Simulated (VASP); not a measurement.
Input:

```
Ca
1.0
    0.00000     2.78630     2.78630
    2.78630     0.00000     2.78630
    2.78630     2.78630     0.00000
Ca
1
Direct
  0.00000   0.00000   0.00000
```

Computed with r2SCAN meta-GGA, VASP's PBE PAW potentials (set 64) (plane waves; VASP). Settings: 480 eV cut-off, 10×10×10 Γ-centred mesh, first-order Methfessel-Paxton smearing of 0.10 eV, potentials Ca_sv.

Each relaxation starts from this cell; other phases were not tried.

**Question.** The cell is relaxed at 10 GPa. What happens?

**Answer.** The volume per atom goes from 43.26 to 30.67 Å³ (-29.1 %), and the cell becomes a = b = c = 4.969 Å, α = β = γ = 90.00°, space group Fm-3m.

Failed runs are left out, and for metals the shear rows, which the mesh's noise covers.

The compound is Ca in the fcc structure.
